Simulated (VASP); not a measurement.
Given:

```xyz
2
Lattice="0.0000 2.3944 2.3944 2.3944 0.0000 2.3944 2.3944 2.3944 0.0000" Properties=species:S:1:pos:R:3 pbc="T T T"
Al     0.0000     0.0000     0.0000
As     2.3944     2.3944     2.3944
```

Computed with PBEsol GGA, VASP's PBE PAW potentials (set 64) (plane waves; VASP). Settings: 500 eV cut-off, 13×13×13 Γ-centred mesh, first-order Methfessel-Paxton smearing of 0.10 eV, potentials Al As.

Estimate the energy per atom (σ→0), pressure, band gap (on the k-mesh) with the smallest direct gap where there is one.

* **band gap (on the k-mesh)**: none (metal, semimetal or under 0.01 eV)
* **energy per atom (σ→0)**: -4.345 eV/atom
* **pressure**: 44.88 GPa

Total energies compare only between runs with the same potentials, cut-off and functional.

The structure was generated: AlAs was put into the rock salt type (Fm-3m), which need not be its known phase. It was relaxed first under an external pressure of 45 GPa.
